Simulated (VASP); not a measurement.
# A VASP study of ZnAu (r2SCAN + rVV10): structure first, properties next, part 5 of 5

Aim: relax ZnAu, then compute properties on the relaxed cell. Left out of this account: 1 further run (relaxation: it shows nothing beyond the runs told). The start is a cell from a database of measured crystal structures.

VASP 6.6.1; r2SCAN with rVV10; plane waves and PAW (Zn, Au).

Still holding for the runs below: This run has no spin polarisation. Its electron count is odd, so without a moment it is a metal by construction. The k-mesh is coarse for a metal.

So far. Step 6 (Total and projected DOS (r2SCAN + rVV10)): The finer mesh and the other smearing move the Fermi level by -0.22 eV from the 7×7×7 run, one measure of the sampling error in the zero of the bands above. Of the states within 0.3 eV of the Fermi level, the largest shares in the PAW spheres are Au d 24 %, Zn p 12 % and Au s 9 %. The rest lies in smaller channels or between the spheres. The relaxed cell has a = 3.134 Å (conventional setting).

## Step 8: Field gradients at the nuclei (r2SCAN + rVV10)

Field gradients probe how far the charge around each nucleus departs from cubic symmetry; LASPH keeps the non-spherical terms inside the spheres.

File INCAR:

```
SYSTEM = ZnAu
PREC = Accurate
ENCUT = 400
EDIFF = 1E-07
NELM = 100
ISMEAR = 1
SIGMA = 0.2
LREAL = .FALSE.
ALGO = Normal
METAGGA = R2SCAN
LUSE_VDW = .TRUE.
IVDW_NL = 2
BPARAM = 11.95
CPARAM = 0.0093
LASPH = .TRUE.
NBANDS = 17
LORBIT = 11
LWAVE = .FALSE.
LCHARG = .FALSE.
KPAR = 2
LEFG = .TRUE.
```

File POSCAR:

```
ZnAu
1.0
    3.1344275545      0.0000000000      0.0000000000
    0.0000000000      3.1344275545      0.0000000000
    0.0000000000      0.0000000000      3.1344275545
Zn Au
1 1
Direct
    0.5000000000      0.5000000000      0.5000000000
    0.0000000000      0.0000000000      0.0000000000
```

File KPOINTS:

```
Automatic mesh
0
Gamma
7 7 7
0 0 0
```

The projector-augmented-wave data sets are Zn and Au (PBE family, release 64).

The run is started by

```sh
> mpirun -np 2 vasp_std
```

Output:

```text
[... set-up lines as in an earlier step ...]
 entering main loop
       N       E                     dE             d eps       ncg     rms          rms(c)
Total rVV10 correction in eV:      0.5659139    25.5540344
Total rVV10 correction in eV:      0.5659139    25.5540344
[... 5 cycles as in an earlier step ...]
Total rVV10 correction in eV:      0.5429268    25.5540432
Total rVV10 correction in eV:      0.5429268    25.5540432
[... 1 cycle as in an earlier step ...]
Total rVV10 correction in eV:      0.5432164    25.5540433
Total rVV10 correction in eV:      0.5432164    25.5540433
[... 1 cycle as in an earlier step ...]
Total rVV10 correction in eV:      0.5389938    25.5540433
Total rVV10 correction in eV:      0.5389938    25.5540433
[... 1 cycle as in an earlier step ...]
Total rVV10 correction in eV:      0.5378320    25.5540433
Total rVV10 correction in eV:      0.5378320    25.5540433
[... 1 cycle as in an earlier step ...]
Total rVV10 correction in eV:      0.5372610    25.5540433
Total rVV10 correction in eV:      0.5372610    25.5540433
[... 1 cycle as in an earlier step ...]
Total rVV10 correction in eV:      0.5372913    25.5540433
Total rVV10 correction in eV:      0.5372913    25.5540433
[... 1 cycle as in an earlier step ...]
Total rVV10 correction in eV:      0.5373137    25.5540433
Total rVV10 correction in eV:      0.5373137    25.5540433
[... 1 cycle as in an earlier step ...]
Total rVV10 correction in eV:      0.5373126    25.5540433
Total rVV10 correction in eV:      0.5373126    25.5540433
DAV:  13    -0.594045338099E+02    0.28465E-05   -0.12336E-06   753   0.979E-03    0.175E-03
Total rVV10 correction in eV:      0.5373166    25.5540433
Total rVV10 correction in eV:      0.5373166    25.5540433
DAV:  14    -0.594045330063E+02    0.80360E-06   -0.20979E-07   676   0.416E-03    0.333E-04
Total rVV10 correction in eV:      0.5373158    25.5540433
Total rVV10 correction in eV:      0.5373158    25.5540433
DAV:  15    -0.594045333542E+02   -0.34794E-06   -0.87950E-09   358   0.165E-03    0.255E-04
Total rVV10 correction in eV:      0.5373161    25.5540433
Total rVV10 correction in eV:      0.5373161    25.5540433
DAV:  16    -0.594045333063E+02    0.47896E-07   -0.16089E-09   354   0.851E-04
Total rVV10 correction in eV:      0.5373157    25.5540433
Total rVV10 correction in eV:      0.5373157    25.5540433
Total rVV10 correction in eV:      0.5373160    25.5540433
Total rVV10 correction in eV:      0.5373160    25.5540433
ion   1
     0.0000000    -0.0000000     0.0000000    -0.0000000    -0.0000000     0.0000000
     0.0000468    -0.0000000     0.0000000    -0.0000000    -0.0000000     0.0000000
     0.0000645    -0.0000000     0.0000000    -0.0000000    -0.0000000     0.0000000
     0.0000888    -0.0000000     0.0000000    -0.0000000    -0.0000000     0.0000000
     0.0001223    -0.0000000     0.0000000    -0.0000000    -0.0000000     0.0000000

     0.0000000    -0.0000000     0.0000000    -0.0000000    -0.0000000     0.0000000
     0.0000468    -0.0000000     0.0000000    -0.0000000    -0.0000000     0.0000000
     0.0000645    -0.0000000     0.0000000    -0.0000000    -0.0000000     0.0000000
     0.0000888    -0.0000000     0.0000000    -0.0000000    -0.0000000     0.0000000
     0.0001223    -0.0000000     0.0000000    -0.0000000    -0.0000000     0.0000000

ion   2
     0.0000000     0.0000000     0.0000000    -0.0000000     0.0000000    -0.0000000
     0.0000676     0.0000000     0.0000000    -0.0000000     0.0000000    -0.0000000
     0.0000931     0.0000000     0.0000000    -0.0000000     0.0000000    -0.0000000
     0.0001282     0.0000000     0.0000000    -0.0000000     0.0000000    -0.0000000
     0.0001766     0.0000000     0.0000000    -0.0000000     0.0000000    -0.0000000

     0.0000000     0.0000000     0.0000000    -0.0000000     0.0000000    -0.0000000
     0.0000676     0.0000000     0.0000000    -0.0000000     0.0000000    -0.0000000
     0.0000931     0.0000000     0.0000000    -0.0000000     0.0000000    -0.0000000
     0.0001282     0.0000000     0.0000000    -0.0000000     0.0000000    -0.0000000
     0.0001766     0.0000000     0.0000000    -0.0000000     0.0000000    -0.0000000

   1 F= -.59404533E+02 E0= -.59403157E+02  d E =-.412836E-02
```

Elapsed: 22 s, on 2 MPI ranks of Intel Xeon Platinum 8375C at 2.90GHz (Ice Lake), shared host; peak memory 0.34 GiB; 41 s of CPU time.

OUTCAR, selected parts (step 8):

```text
   NELECT =      23.0000    total number of electrons

 E-fermi :   7.3453

 k-point     1 :       0.0000    0.0000    0.0000
  band No.  band energies     occupation
    ...
      7       1.3244      2.00000
      8       1.3244      2.00000
      9       3.1048      2.00000
     10       3.1048      2.00000
     11       3.1048      2.00000
     12      12.4094      0.00000
     13      12.4094      0.00000
     14      12.4094      0.00000
     15      16.7315      0.00000
     16      19.7086      0.00000
    ...

  Total        0.0133078      0.0133078      0.0133078     -0.0000000     -0.0000000      0.0000000
  in kB        0.6923749      0.6923749      0.6923749     -0.0000000     -0.0000000      0.0000000
  external PRESSURE =       0.6923749 kB  Pullay stress =       0.0000000 kB

  FREE ENERGIE OF THE ION-ELECTRON SYSTEM (eV)
  ---------------------------------------------------
  free  energy   TOTEN  =       -59.4045333063 eV

  energy  without entropy=      -59.4004049473  energy(sigma->0) =      -59.40315719

 Electric field gradients after diagonalization (V/A^2)
 (convention: |V_zz| > |V_xx| > |V_yy|)
----------------------------------------------------------------------
 ion       V_xx      V_yy      V_zz     asymmetry (V_yy - V_xx)/ V_zz
----------------------------------------------------------------------
   1       0.000     0.000    -0.000       0.198
   2       0.000     0.000    -0.000       0.585
----------------------------------------------------------------------

[... 10 parts as in an earlier step ...]

[... 8 further parts left out ...]
```

Numbers from this step:

```yaml
scf_cycles: 16
irreducible_k_points: 20
free_energy_toten: -59.4045 eV
fermi_energy: 7.345 eV
pressure: 0.06924 GPa
```

Electric field gradients, by row:

| atom | Vxx (V/Å²) | Vyy (V/Å²) | Vzz (V/Å²) | asymmetry |
| --- | --- | --- | --- | --- |
| Zn1 | 0 | 0 | 0 | - |
| Au2 | 0 | 0 | 0 | - |

All gradients vanish within the noise.

The run ends at a pressure of 0.07 GPa.

## Step 9: Summary of results

| Item | Value |
| --- | --- |
| relaxed volume | 15.40 Å³/atom |
| relaxed conventional cell a, b, c | 3.134, 3.134, 3.134 Å |
| space group after relaxing, within 0.02 Å | Pm-3m (No. 221) |
| band gap | none, a metal |
| DOS at the Fermi level | 0.468 states/eV/cell |
| highest zone-centre mode | 140 cm⁻¹ |
| largest field gradient Vzz | zero within the noise on all sites |

**Reading.** With r2SCAN + rVV10, ZnAu relaxes to 15.40 Å³/atom in space group Pm-3m (held by the symmetry of the run) and comes out as a metal. Against the listed cell the volume lies -1.2 %. Band structure (r2SCAN + rVV10): Of the bands kept, 2 cross the Fermi level on this path. Vibrations at Γ (r2SCAN + rVV10): The highest mode in this list at Γ, 140.5 cm⁻¹, is mostly motion of Zn (73 % of the kinetic energy). Spin-orbit coupling is left out, and with elements this heavy it would split and shift bands near the Fermi level. The k-sampling is coarse for a metal, so the Fermi level, pressures and the shape of the cell carry errors. With an odd electron count and no spin the cell is a metal by construction. Modes at Γ alone can't show that the crystal is stable at other wave vectors. No search among competing phases was made, and a listed structure need not be the one stable at ambient conditions. All values are for a static lattice at zero temperature.

[Lines on the potential files, build, host, timing and source positions are cut from VASP's logs without a mark.]

[Logs are printed without paths, hosts, clocks, repeated set-up lines and the standing remarks that a program may print on its own settings, such as how far it seeks lower states.]

[Hosts, paths, dates, database ids (printed as entryN), source tags and the programs' standing remarks are cut or masked in the printed files.]

[A measured line is paired with the nearest computed mode of its activity, which favours agreement.]
